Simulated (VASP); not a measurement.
The input files of a VASP run:

### POSCAR
```
CdS
1
    4.1180331185     0.0000000000     0.0000000000
   -2.0590165593     3.5663212001    -0.0000000000
    0.0000000000     0.0000000000     6.7137025343
Cd S
2 2
Direct
  0.6666670000   0.3333330000   0.9995199321
  0.3333330000   0.6666670000   0.4995199321
  0.6666670000   0.3333330000   0.3754800679
  0.3333330000   0.6666670000   0.8754800679
```

KPOINTS:
```
Automatic mesh
0
Gamma
6 6 3
0 0 0
```

INCAR:
```
# general
SYSTEM  = CdS
PREC    = Accurate
ENCUT   = 400   # plane-wave cut-off (eV)
LREAL   = .FALSE.   # projection in real space or not
LASPH   = .TRUE.

# electronic loop
EDIFF   = 1E-6   # SCF stop (eV)
NELM    = 100   # most electronic steps
ALGO    = Normal
LMAXMIX = 4   # l cut-off of mixed one-centre charges

# smearing
ISMEAR  = 0
SIGMA   = 0.05

# functional
GGA     = PS   # PBEsol

# ions
IBRION  = 2   # conjugate gradients
NSW     = 60   # most ionic steps
ISIF    = 3
EDIFFG  = -0.02   # ionic stop

# output
LWAVE   = .FALSE.
LCHARG  = .FALSE.
```

POTCAR, in this order: Cd S (PBE.64 set). Program: vasp_std.

Write an equivalent input for Ansatz.

One equivalent input (not run):
Ansatz 0.2 input:
```yaml
crystal:
  lattice:
    - [4.1180331, 0.0000000, 0.0000000]
    - [-2.0590166, 3.5663212, 0.0000000]
    - [0.0000000, 0.0000000, 6.7137025]
  atoms:
    - { symbol: Cd, position: [0.6666670, 0.3333330, 0.9995199] }
    - { symbol: Cd, position: [0.3333330, 0.6666670, 0.4995199] }
    - { symbol: S, position: [0.6666670, 0.3333330, 0.3754801] }
    - { symbol: S, position: [0.3333330, 0.6666670, 0.8754801] }
kpoints:
  mp_grid: { grid: [6, 6, 3] }
hamiltonian:
  xc: pbesol
  pseudopotentials: { kind: paw }
scf:
  occupations: { method: gaussian, width: 0.05 }
  max_iter: 100
relax:
  max_steps: 60
  f_tol: 0.02
  cell: {}
output: { forces: true, stress: true, eigenvalues: true }
```
What does not carry over: each code has its own PAW files, so the cut-off isn't converted (ENCUT is set for VASP's; basis.ecutwfc is left out, and Ansatz then takes the one that its files recommend); Ansatz stops its SCF on the density residual and VASP on the energy change (EDIFF).

The structure comes from a measured CdS entry (P6_3mc) of the Crystallography Open Database, whose conditions weren't checked. This run relaxes it. Symmetry was kept, so distortions that lower it aren't found. The start is the result of an earlier pass.
